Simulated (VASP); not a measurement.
Given:

```yaml
crystal:
  lattice:
    - [-1.77990, 1.77990, 1.77990]
    - [1.77990, -1.77990, 1.77990]
    - [1.77990, 1.77990, -1.77990]
  atoms:
    - { symbol: Li, position: [0.00000, 0.00000, 0.00000] }
```
Cell charge +0.5.

The numbers are results of PBE GGA, VASP's PBE PAW potentials (set 64) (plane waves; VASP), not measurements. Run with NELECT = 2.5, 520 eV cut-off, 13×13×13 Γ-centred mesh, Gaussian smearing of 0.050 eV, potentials Li_sv.

The cell is charged, with a uniform compensating background.

Problem. Predict the energy per atom (σ→0), pressure, band gap (on the k-mesh) with the smallest direct gap where there is one.

Solution. 
| Quantity | Result |
|---|---|
| band gap (on the k-mesh) | none (metal, semimetal or under 0.01 eV) |
| energy per atom (σ→0) | -2.029 eV/atom |
| pressure | -10.15 GPa |

The compound is Li in the bcc structure. The cell was not relaxed at this level. The run is one of a series of settings (ISMEAR = 0, NELECT = 2.5, SIGMA = 0.05 against the base run), some of them coarse on purpose.
